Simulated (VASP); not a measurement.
An input for Quantum ESPRESSO's pw.x (written as the equivalent of a VASP run, and not itself run):

```
&CONTROL
  calculation = 'scf'
  pseudo_dir = './pseudo'
  outdir = './out'
  tprnfor = .true.
  tstress = .true.
/
&SYSTEM
  ibrav = 0
  nat = 1
  ntyp = 1
  ecutwfc = 88
  occupations = 'tetrahedra'
  input_dft = 'vdw-df-ob86'
/
&ELECTRONS
  conv_thr = 7.3e-09
  electron_maxstep = 100
/
ATOMIC_SPECIES
  Rh 102.906 Rh.upf
CELL_PARAMETERS angstrom
     0.0000000    1.9016139    1.9016139
     1.9016139   -0.0000000    1.9016139
     1.9016139    1.9016139   -0.0000000
ATOMIC_POSITIONS crystal
  Rh   0.0000000  0.0000000  0.0000000
K_POINTS automatic
  18 18 18 0 0 0
```

Q: Write the VASP files for the same calculation (optB86b-vdW).

A: One answer among several that fit: 
File POSCAR:
```
Rh
2.6892880
  0.0000000000   0.7071068248   0.7071068248
  0.7071068248   0.0000000000   0.7071068248
  0.7071068248   0.7071068248   0.0000000000
Rh
1
Cart
  0.0000000000   0.0000000000   0.0000000000
```

INCAR:
```
! general
SYSTEM  =Rh
PREC    =Accurate
ENCUT   =520   ! plane-wave cut-off (eV)
LREAL   =.FALSE.
LASPH   =.TRUE.   ! aspherical one-centre terms

! electronic loop
EDIFF   =1E-7   ! SCF stop (eV)
NELM    =100   ! most electronic steps
ALGO    =Normal
LMAXMIX =4

! smearing
ISMEAR  =-5   ! tetrahedra, Bloechl

! functional
GGA     =MK
LUSE_VDW=.TRUE.
AGGAC   =0.0
PARAM1  =0.1234
PARAM2  =1.0

! ions
ISIF    =2

! output
LWAVE   =.FALSE.
LCHARG  =.TRUE.
LORBIT  =11   ! lm-projected
NEDOS   =601   ! DOS grid
```

### KPOINTS
```
Automatic mesh
0
Gamma
18 18 18
0 0 0
```

POTCAR, in this order: Rh_pv (PBE.64 set). Program: vasp_std.

What does not carry over: the potentials are each code's own (VASP's PAW set, PseudoDojo norm-conserving files in pw.x), so ENCUT and ecutwfc are chosen apart and not converted; conv_thr bounds pw.x's estimated SCF error, while EDIFF bounds the energy change between steps.

The compound is Rh in the fcc structure. It was relaxed first.
